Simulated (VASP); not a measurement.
# InF (Pm-3m) in VASP: further runs

The runs below take InF through single point, with LDA.

Program: VASP 6.6.1. These are calculated values, not measurements. Logs are shortened: lines on timing, memory, paths and dates and some standing lists are left out, and cuts for length are marked.

**1. The crystal as given**

Symmetry: Pm-3m, No. 221, cubic system. The conventional cell has a = 2.997 Å, b = 2.997 Å, c = 2.997 Å, α = 90.00°, β = 90.00°, γ = 90.00°. In (site symmetry m-3m) has 8 F at 2.60 Å as nearest neighbours. F (site symmetry m-3m) has 8 In at 2.60 Å as nearest neighbours.

The cell comes from a database or a generator and needn't be the stable form of this composition.

**2. Single point, LDA**

Input file INCAR:

```
PREC     = Accurate       # precision mode
ENCUT    = 520            # plane-wave cutoff, eV
EDIFF    = 1E-6           # SCF threshold, eV
ISMEAR   = 0              # smearing method
SIGMA    = 0.05           # smearing width, eV
LREAL    = F              # projectors in reciprocal space
LASPH    = T              # aspherical terms in the spheres
NELM     = 80             # most SCF steps
ALGO     = Normal         # electronic algorithm
ISIF     = 2              # what is computed and relaxed
LWAVE    = F              # write WAVECAR
LCHARG   = F              # write CHGCAR
NBANDS   = 17             # bands
```

Input file KPOINTS:

```
regular mesh
0
Gamma
  6 6 6
```

Input file POSCAR:

```
InF
1.0
    2.9967115806      0.0000000000      0.0000000000
    0.0000000000      2.9967115806      0.0000000000
    0.0000000000      0.0000000000      2.9967115806
In F
1 1
Direct
    0.0000000000      0.0000000000      0.0000000000
    0.5000000000      0.5000000000      0.5000000000
```

Potentials or basis: VASP PAW LDA potentials, release 64 (In_d, F).

Command:

```sh
$ cat potpaw_LDA.64/In_d/POTCAR potpaw_LDA.64/F/POTCAR > POTCAR
$ mpirun -np 1 vasp_std > vasp.out
```

OUTCAR:

```text
PREC = Accurate
   ENCUT = 520
   EDIFF = 1E-6
   ISMEAR = 0
   LREAL = F
   LASPH = T
   NELM = 80
   ISIF = 2

 ion  position               nearest neighbor table
   1  0.000  0.000  0.000-   2 2.60   2 2.60   2 2.60   2 2.60   2 2.60   2 2.60   2 2.60   2 2.60

   2  0.500  0.500  0.500-   1 2.60   1 2.60   1 2.60   1 2.60   1 2.60   1 2.60   1 2.60   1 2.60

  LATTYP: Found a simple cubic cell.
 ALAT       =     2.9967115806

  Lattice vectors:

 A1 = (   2.9967115806,   0.0000000000,   0.0000000000)
 A2 = (   0.0000000000,   2.9967115806,   0.0000000000)
 A3 = (   0.0000000000,   0.0000000000,   2.9967115806)

Analysis of symmetry for initial positions (statically):
=====================================================================
 Subroutine PRICEL returns:
 Original cell was already a primitive cell.

 Routine SETGRP: Setting up the symmetry group for a
 simple cubic supercell.

 Subroutine GETGRP returns: Found 48 space group operations
 (whereof 48 operations were pure point group operations)
 out of a pool of 48 trial point group operations.

The static configuration has the point symmetry O_h .

Analysis of symmetry for dynamics (positions and initial velocities):
=====================================================================
 Subroutine PRICEL returns:
 Original cell was already a primitive cell.

 Routine SETGRP: Setting up the symmetry group for a
 simple cubic supercell.

 Subroutine GETGRP returns: Found 48 space group operations
 (whereof 48 operations were pure point group operations)
 out of a pool of 48 trial point group operations.

The dynamic configuration has the point symmetry O_h .

 Subroutine INISYM returns: Found 48 space group operations
 (whereof 48 operations are pure point group operations),
 and found     1 'primitive' translations

----------------------------------------------------------------------------------------

                                     Primitive cell

  volume of cell :      26.9113

  direct lattice vectors                    reciprocal lattice vectors
     2.996711581  0.000000000  0.000000000     0.333699114  0.000000000  0.000000000
     0.000000000  2.996711581  0.000000000     0.000000000  0.333699114  0.000000000
     0.000000000  0.000000000  2.996711581     0.000000000  0.000000000  0.333699114

  length of vectors
     2.996711581  2.996711581  2.996711581     0.333699114  0.333699114  0.333699114

  position of ions in fractional coordinates (direct lattice)
     0.000000000  0.000000000  0.000000000
     0.500000000  0.500000000  0.500000000

  ion indices of the primitive-cell ions
   primitive index   ion index
                 1           1
                 2           2

----------------------------------------------------------------------------------------

 KPOINTS: regular mesh

Automatic generation of k-mesh.
 Grid dimensions read from file:
 generate k-points for:    6    6    6

 Generating k-lattice:

  Cartesian coordinates                     Fractional coordinates (reciprocal lattice)
     0.055616519  0.000000000  0.000000000     0.166666667  0.000000000  0.000000000
     0.000000000  0.055616519  0.000000000     0.000000000  0.166666667  0.000000000
     0.000000000  0.000000000  0.055616519     0.000000000  0.000000000  0.166666667

  Length of vectors
     0.055616519  0.055616519  0.055616519

  Shift w.r.t. Gamma in fractional coordinates (k-lattice)
     0.000000000  0.000000000  0.000000000

 Subroutine IBZKPT returns following result:
 ===========================================

 Found     20 irreducible k-points:

 Following reciprocal coordinates:
            Coordinates               Weight
  0.000000  0.000000  0.000000      1.000000
  0.166667  0.000000  0.000000      6.000000
  0.333333  0.000000  0.000000      6.000000
  0.500000  0.000000  0.000000      3.000000
  0.166667  0.166667  0.000000     12.000000
  0.333333  0.166667  0.000000     24.000000
[... 12 lines left out ...]
  0.500000  0.500000  0.333333      6.000000
  0.500000  0.500000  0.500000      1.000000
   k-points           NKPTS =     20   k-points in BZ     NKDIM =     20   number of bands    NBANDS=     17
   number of dos      NEDOS =    301   number of ions     NIONS =      2
   total plane-waves  NPLWV =  13824
   dimension x,y,z NGX =    24 NGY =   24 NGZ =   24
   dimension x,y,z NGXF=    48 NGYF=   48 NGZF=   48
   ions per type =               1   1
   NGX,Y,Z   is equivalent  to a cutoff of  13.31, 13.31, 13.31 a.u.
   NGXF,Y,Z  is equivalent  to a cutoff of  26.63, 26.63, 26.63 a.u.
 SYSTEM =  unknown system
   PREC   = accura    normal or accurate (medium, high low for compatibility)
   ISTART =      0    job   : 0-new  1-cont  2-samecut
   ICHARG =      2    charge: 1-file 2-atom 10-const
   ISPIN  =      1    spin polarized calculation?
   LNONCOLLINEAR =      F non collinear calculations
   LSORBIT =      F    spin-orbit coupling
[... 26 lines left out ...]
  Thomas-Fermi vector in A             =   2.596613
   LORBIT       =      0    0 simple, 1 ext, 2 COOP (PROOUT), +10 PAW based schemes
   GGA     = CA    functional components
   LHFCALC =     F    Hartree Fock is set to
   AEXX    =    0.0000 exact exchange contribution
   IVDW    =     0    specifies the selected vdW correction
   LEPSILON=     F    determine dielectric tensor
   LRPA    =     F    only Hartree local field effects (RPA)
 non-spin polarized calculation
 Gauss-broadening in eV      SIGMA  =   0.05
  energy-cutoff  :      520.00
  volume of cell :       26.91
 maximum number of plane-waves:       739
 NGX is ok and might be reduce to    24
   NGX = 11   NGY = 11   NGZ = 11

 number of electron      20.0000019 magnetization

 Free energy of the ion-electron system (eV)
  ---------------------------------------------------
  ext. energy  EPLUGINS =         0.00000000
  ---------------------------------------------------
  free energy    TOTEN  =        -8.04962969 eV

  energy without entropy =       -8.04891552  energy(sigma->0) =       -8.04927261

 E-fermi :   8.5457     XC(G=0): -12.0991

 val. band max:        8.5305130262   @ k =   0.5000   0.5000   0.3333
 cond. band min:       9.0047337509   @ k =   0.5000   0.1667   0.0000
 fundamental gap:      0.4742207248
 Fermi energy:         8.5457415359

 k-point     1 :       0.0000    0.0000    0.0000
  band No.  band energies     occupation
      1     -15.3692      2.00000
      2      -6.1983      2.00000
      3      -6.1983      2.00000
      4      -5.3287      2.00000
      5      -5.3287      2.00000
      6      -5.3287      2.00000
[... 9 lines left out ...]
     16      29.8379      0.00000
     17      29.8404      0.00000

 k-point     2 :       0.1667    0.0000    0.0000
  band No.  band energies     occupation
      1     -15.2963      2.00000
      2      -6.1828      2.00000
      3      -6.0611      2.00000
      4      -5.4059      2.00000
      5      -5.4059      2.00000
      6      -5.3228      2.00000
[... 9 lines left out ...]
     16      27.2218      0.00000
     17      28.8328      0.00000

 k-point     3 :       0.3333    0.0000    0.0000
  band No.  band energies     occupation
      1     -15.1455      2.00000
      2      -6.1514      2.00000
      3      -5.8113      2.00000
      4      -5.5551      2.00000
      5      -5.5551      2.00000
      6      -5.3109      2.00000
[... 9 lines left out ...]
     16      25.1674      0.00000
     17      28.1114      0.00000

 k-point     4 :       0.5000    0.0000    0.0000
  band No.  band energies     occupation
      1     -15.0672      2.00000
      2      -6.1356      2.00000
      3      -5.7047      2.00000
      4      -5.6273      2.00000
      5      -5.6273      2.00000
      6      -5.3050      2.00000
[... 9 lines left out ...]
     16      27.4272      0.00000
     17      28.0907      0.00000
[... 263 lines left out ...]
      1     -14.8067      2.00000
      2      -5.9313      2.00000
      3      -5.8217      2.00000
      4      -5.7781      2.00000
      5      -5.3801      2.00000
      6      -5.1987      2.00000
[... 9 lines left out ...]
     16      22.3725      0.00000
     17      29.8242      0.00000

 k-point    19 :       0.5000    0.5000    0.3333
  band No.  band energies     occupation
      1     -14.7529      2.00000
      2      -5.9445      2.00000
      3      -5.9215      2.00000
      4      -5.9215      2.00000
      5      -5.2869      2.00000
      6      -5.0846      2.00000
[... 9 lines left out ...]
     16      21.6052      0.00000
     17      29.0396      0.00000

 k-point    20 :       0.5000    0.5000    0.5000
  band No.  band energies     occupation
      1     -14.6924      2.00000
      2      -6.0357      2.00000
      3      -6.0357      2.00000
      4      -6.0357      2.00000
      5      -5.0809      2.00000
      6      -5.0809      2.00000
[... 9 lines left out ...]
     16      21.1548      0.00000
     17      28.0145      0.00000

------------------------ aborting loop because EDIFF is reached ----------------------------------------

  FORCE on cell =-STRESS in cart. coord.  units (eV):
  Direction    XX          YY          ZZ          XY          YZ          ZX
  --------------------------------------------------------------------------------------
  -------------------------------------------------------------------------------------
  Total        3.7375343      3.7375343      3.7375343     -0.0000000     -0.0000000     -0.0000000
  in kB      222.5158367    222.5158367    222.5158367     -0.0000000     -0.0000000     -0.0000000
  external PRESSURE =     222.5158367 kB  Pullay stress =       0.0000000 kB

 VOLUME and BASIS-vectors are now :
 -----------------------------------------------------------------------------
  energy-cutoff  :      520.00
  volume of cell :       26.91
      direct lattice vectors                 reciprocal lattice vectors
     2.996711581  0.000000000  0.000000000     0.333699114  0.000000000  0.000000000
     0.000000000  2.996711581  0.000000000     0.000000000  0.333699114  0.000000000
     0.000000000  0.000000000  2.996711581     0.000000000  0.000000000  0.333699114

 POSITION                                       TOTAL-FORCE (eV/Angst)
 -----------------------------------------------------------------------------------
      0.00000      0.00000      0.00000         0.000000      0.000000      0.000000
      1.49836      1.49836      1.49836         0.000000      0.000000      0.000000
 -----------------------------------------------------------------------------------
    total drift:                                0.000000      0.000000     -0.000000

  FREE ENERGIE OF THE ION-ELECTRON SYSTEM (eV)
  ---------------------------------------------------
  free  energy   TOTEN  =        -8.0496296946 eV

  energy  without entropy=       -8.0489155172  energy(sigma->0) =       -8.04927261
```

Run time: 4.4 s. Hardware: 1 thread of AMD EPYC 9R45 (Zen 5), shared host; peak memory 0.1 GiB.

What came out:

```
Free energy            : -8.0496 eV
Pressure               : 22.3 GPa
Band gap on the k mesh : none (metal or under the smearing width)
```

Caveat: so large a pressure means that the cell lies far from this level's equilibrium, or that cutoff or potentials fall short.

**3. Single point, LDA**

This run uses another cell than the first one, of 16.82 Å³/atom, 1.250 times its volume.

Input file INCAR:

```
SYSTEM = InF
PREC     = Accurate       ! precision mode
ENCUT    = 520            ! plane-wave cutoff, eV
EDIFF    = 1E-7           ! SCF threshold, eV
ISMEAR   = 0              ! smearing method
SIGMA    = 0.05           ! smearing width, eV
LREAL    = .FALSE.        ! projectors in reciprocal space
LASPH    = .TRUE.         ! aspherical terms in the spheres
NELM     = 60             ! most SCF steps
ALGO     = Fast           ! electronic algorithm
ISIF     = 2              ! what is computed and relaxed
LWAVE    = .FALSE.        ! write WAVECAR
LCHARG   = .FALSE.        ! write CHGCAR
GGA      = CA             ! functional
NBANDS   = 17             ! bands
```

Input file KPOINTS:

```
regular mesh
0
G
  6 6 6
  0 0 0
```

Input file POSCAR:

```
InF
1.0
    3.2281096926      0.0000000000      0.0000000000
    0.0000000000      3.2281096926      0.0000000000
    0.0000000000      0.0000000000      3.2281096926
In F
1 1
Direct
    0.0000000000      0.0000000000      0.0000000000
    0.5000000000      0.5000000000      0.5000000000
```

Potentials or basis: VASP PAW LDA potentials, release 64 (In_d, F).

Command:

```sh
$ cat potpaw_LDA.64/In_d/POTCAR potpaw_LDA.64/F/POTCAR > POTCAR
$ mpirun -np 1 vasp_std > vasp.out
```

Run time: 10 s. Hardware: 1 thread of Intel Xeon Platinum 8488C (Sapphire Rapids), shared host; peak memory 0.13 GiB.

The run converged. Its results:

| Quantity | Value |
| --- | --- |
| Free energy | -8.4120 eV |
| Pressure | -0.7 GPa |
| Band gap on the k mesh | none (metal or under the smearing width) |

Levels at points of the mesh, in eV from the Fermi level:
```tsv
k point	band 6	band 7	band 8	band 9	band 10	band 11	band 12	band 13	band 14	band 15
(0.00, 0.00, 0.00)	-13.46	-5.98	-3.83	-3.83	-3.83	8.90	8.90	8.90	9.77	9.77
(0.50, 0.00, 0.00)	-13.45	-6.80	-3.50	-3.50	-0.51	0.02	9.15	9.15	12.03	13.00
(0.50, 0.50, 0.00)	-13.34	-5.22	-5.22	-3.48	-1.71	3.28	3.28	8.79	12.02	16.29
(0.50, 0.50, 0.50)	-13.33	-4.21	-4.21	-4.21	1.74	2.28	2.28	2.28	11.48	11.48
```

**4. Single point, LDA**

This run uses another cell than the first one, of 8.61 Å³/atom, 0.640 times its volume.

Input file INCAR:

```
ALGO = Fast
EDIFF = 1E-7
ENCUT = 520
ISIF = 2
ISMEAR = 0
LASPH = T
LCHARG = F
LREAL = F
LWAVE = F
NBANDS = 17
NELM = 60
PREC = Accurate
SIGMA = 0.05
```

Input file KPOINTS:

```
k-points
0
Gamma
  6 6 6
```

Input file POSCAR:

```
InF
1.0
    2.5824877541      0.0000000000      0.0000000000
    0.0000000000      2.5824877541      0.0000000000
    0.0000000000      0.0000000000      2.5824877541
In F
1 1
Direct
    0.0000000000      0.0000000000      0.0000000000
    0.5000000000      0.5000000000      0.5000000000
```

Command:

```sh
$ cat potpaw_LDA.64/In_d/POTCAR potpaw_LDA.64/F/POTCAR > POTCAR
$ mpirun -np 1 vasp_std > vasp.out
```

It took 5 s on 1 thread of Intel Xeon Platinum 8488C (Sapphire Rapids), shared host; peak memory 0.11 GiB.

Results (log left out):

```yaml
Free_energy: -2.8542 eV
Pressure: 210.3 GPa
Band_gap_on_the_k_mesh: none (metal or under the smearing width)
```

Levels at points of the mesh, in eV from the Fermi level:
```tsv
k point	band 8	band 9	band 10	band 11	band 12	band 13
(0.00, 0.00, 0.00)	-9.36	-9.36	-8.42	10.83	10.83	13.45
(0.50, 0.00, 0.00)	-7.87	-7.87	-1.47	0.41	9.61	11.67
(0.50, 0.50, 0.00)	-12.60	-8.56	-1.47	4.02	4.02	11.12
(0.50, 0.50, 0.50)	-8.65	-8.65	0.42	0.42	0.42	7.83
```

Caveat: the k mesh is coarse (spacing up to 0.41 Å⁻¹), so the values aren't converged; a pressure of tens of GPa on the cell as given is suspect, and the run, the potentials or the cell itself is likely at fault.

**5. Single point, LDA**

This run uses another cell than the first one, of 14.67 Å³/atom, 1.090 times its volume.

Input file INCAR:

```
ALGO = Normal ; EDIFF = 1E-7
ENCUT = 520 ; GGA = CA
ISIF = 2 ; ISMEAR = -1
LASPH = T ; LCHARG = F
LREAL = F ; LWAVE = F
NBANDS = 17 ; NELM = 100
PREC = Accurate ; SIGMA = 0.15
```

Input file KPOINTS:

```
k-points
0
Gamma
  14 14 14
```

Input file POSCAR:

```
InF
1.0
    3.0840000000      0.0000000000      0.0000000000
    0.0000000000      3.0840000000      0.0000000000
    0.0000000000      0.0000000000      3.0840000000
In F
1 1
Direct
    0.0000000000      0.0000000000      0.0000000000
    0.5000000000      0.5000000000      0.5000000000
```

Command:

```sh
$ cat potpaw_LDA.64/In_d/POTCAR potpaw_LDA.64/F/POTCAR > POTCAR
$ mpirun -np 1 vasp_std > vasp.out
```

It took 25 s on 1 thread of Intel Xeon Platinum 8488C (Sapphire Rapids), shared host; peak memory 0.16 GiB.

Results (log left out):

```
Free energy            : -8.3142 eV
Pressure               : 10.1 GPa
Band gap on the k mesh : none (metal or under the smearing width)
```

Levels at points of the mesh, in eV from the Fermi level:
```
           k point  band 6  band 7  band 8  band 9  band 10  band 11  band 12  band 13  band 14  band 15
(0.00, 0.00, 0.00)  -13.98   -6.84   -5.00   -5.00    -5.00     9.39     9.39     9.39     9.70     9.70
(0.50, 0.00, 0.00)  -13.97   -8.19   -4.55   -4.55    -0.73    -0.64     9.47     9.47    11.56    13.51
(0.50, 0.50, 0.00)  -13.80   -6.67   -6.67   -4.58    -1.98     3.07     3.07     8.86    13.17    16.80
(0.50, 0.50, 0.50)  -13.79   -5.37   -5.37   -5.37     1.72     1.72     1.72     2.34    11.85    11.85
```

**6. Single point, LDA**

This run uses another cell than the first one, of 10.76 Å³/atom, 0.800 times its volume.

Input file INCAR:

```
  PREC = Accurate
  ENCUT = 520
  EDIFF = 1E-6
  ISMEAR = 0
  SIGMA = 0.05
  LREAL = F
  LASPH = T
  NELM = 60
  ALGO = Normal
  ISIF = 2
  LWAVE = F
  LCHARG = T
  LELF = T
  LVHAR = T
  NBANDS = 17
```

Input file KPOINTS:

```
Automatic mesh
0
Gamma
  6 6 6
```

Input file POSCAR:

```
InF
1.0
    2.7819006020      0.0000000000      0.0000000000
    0.0000000000      2.7819006020      0.0000000000
    0.0000000000      0.0000000000      2.7819006020
In F
1 1
Direct
    0.0000000000      0.0000000000      0.0000000000
    0.5000000000      0.5000000000      0.5000000000
```

Potentials or basis: VASP PAW LDA potentials, release 64 (In_d, F).

Command:

```sh
$ cat potpaw_LDA.64/In_d/POTCAR potpaw_LDA.64/F/POTCAR > POTCAR
$ mpirun -np 1 vasp_std > vasp.out
```

It took 5.2 s on 1 thread of Intel Xeon Platinum 8488C (Sapphire Rapids), shared host; peak memory 0.13 GiB.

It converged, with:

```yaml
Free_energy: -6.4843 eV
Pressure: 80.4 GPa
Band_gap_on_the_k_mesh: none (metal or under the smearing width)
```

Levels at points of the mesh, in eV from the Fermi level:
```csv
k point,band 8,band 9,band 10,band 11,band 12,band 13
"(0.00, 0.00, 0.00)",-7.07,-7.07,-7.07,10.55,10.55,11.78
"(0.50, 0.00, 0.00)",-6.18,-6.18,-1.04,-0.02,10.98,11.09
"(0.50, 0.50, 0.00)",-9.57,-6.44,-1.56,3.73,3.73,10.25
"(0.50, 0.50, 0.50)",-7.11,-7.11,1.25,1.25,1.25,5.32
```

Caveat: the k mesh is coarse (spacing up to 0.38 Å⁻¹), so the values aren't converged; a pressure of tens of GPa on the cell as given is suspect, and the run, the potentials or the cell itself is likely at fault.

**7. The runs side by side**

```csv
cell,k mesh,smearing,mesh quality,gap on the mesh (eV),pressure (GPa)
"Pm-3m, 13.46 Å³/atom",6 × 6 × 6,gaussian 0.05 eV,not flagged,none,22.3
"Pm-3m, 16.82 Å³/atom",6 × 6 × 6,gaussian 0.05 eV,not flagged,none,-0.7
"Pm-3m, 8.61 Å³/atom",6 × 6 × 6,gaussian 0.05 eV,coarse,none,210.3
"Pm-3m, 14.67 Å³/atom",14 × 14 × 14,fermi-dirac 0.15 eV,not flagged,none,10.1
"Pm-3m, 10.76 Å³/atom",6 × 6 × 6,gaussian 0.05 eV,coarse,none,80.4
```

Alike in all rows: task single point; level LDA; potentials or basis VASP PAW LDA potentials, release 64 (In_d, F); no spin polarisation; cutoff (eV) 520.

Caveats: some runs use coarse meshes; a pressure of tens of GPa on the cell as given is suspect, and the run, the potentials or the cell itself is likely at fault (some runs); so large a pressure means that the cell lies far from this level's equilibrium, or that cutoff or potentials fall short (some runs).

Absolute energies hang on the potentials; compare differences alone.
